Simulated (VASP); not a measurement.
Input:

```yaml
crystal:
  lattice:
    - [0.00000, 3.37681, 3.37681]
    - [3.37681, 0.00000, 3.37681]
    - [3.37681, 3.37681, 0.00000]
  atoms:
    - { symbol: Hg, position: [0.00000, 0.00000, 0.00000] }
    - { symbol: Te, position: [0.25000, 0.25000, 0.25000] }
```

Method: PBE GGA, VASP's PBE PAW potentials (set 64) (plane waves; VASP 6.6.1). Settings: 480 eV cut-off, 10×10×10 Γ-centred mesh, first-order Methfessel-Paxton smearing of 0.10 eV, potentials Hg Te.

Q: Give the stress tensor in GPa (positive for a compressed cell).

A: 
```
-1.35   0.00   0.00
 0.00  -1.35   0.00
 0.00   0.00  -1.35
```
The pressure is its mean diagonal, -1.35 GPa.

The compound is HgTe in the zinc blende structure. This cell was strained or had an atom moved on purpose.
